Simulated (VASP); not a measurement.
The input files of a VASP run:

### KPOINTS
```
Automatic mesh
0
Gamma
15 15 15
0 0 0
```

**INCAR**
```
SYSTEM = Ir
PREC = Accurate
ENCUT = 520
EDIFF = 1E-6
NELM = 100
ALGO = Normal
LREAL = .FALSE.
LASPH = .TRUE.
ISMEAR = 1
SIGMA = 0.1
METAGGA = R2SCAN
LUSE_VDW = .TRUE.
BPARAM = 11.95
CPARAM = 0.0093
LMIXTAU = .TRUE.
LMAXMIX = 6
LWAVE = .FALSE.
LCHARG = .FALSE.
IBRION = 2
ISIF = 3
NSW = 60
EDIFFG = -0.01
```

**POSCAR**
```
Ir
1
    0.0000000000     1.9200000000     1.9200000000
    1.9200000000     0.0000000000     1.9200000000
    1.9200000000     1.9200000000     0.0000000000
Ir
1
Direct
  0.0000000000   0.0000000000   0.0000000000
```

POTCAR, in this order: Ir (PBE.64 set). Program: vasp_std.

Translate this r2SCAN+rVV10 calculation to Ansatz.

One equivalent input (not run):
Ansatz 0.2 input:
```yaml
crystal:
  lattice:
    - [0.0000000, 1.9200000, 1.9200000]
    - [1.9200000, 0.0000000, 1.9200000]
    - [1.9200000, 1.9200000, 0.0000000]
  atoms:
    - { symbol: Ir, position: [0.0000000, 0.0000000, 0.0000000] }
kpoints:
  mp_grid: { grid: [15, 15, 15] }
hamiltonian:
  xc: r2scan
  dispersion: rvv10
  pseudopotentials: { kind: paw }
scf:
  occupations: { method: methfessel_paxton, width: 0.1 }
  max_iter: 100
relax:
  max_steps: 60
  f_tol: 0.01
  cell: {}
output: { forces: true, stress: true, eigenvalues: true }
```
The two are equivalent in intent, not identical: each code has its own PAW files, so the cut-off isn't converted (ENCUT is set for VASP's; basis.ecutwfc is left out, and Ansatz then takes the one that its files recommend); Ansatz stops its SCF on the density residual and VASP on the energy change (EDIFF).

The compound is Ir in the fcc structure. This run relaxes it. Symmetry was kept, so distortions that lower it aren't found.
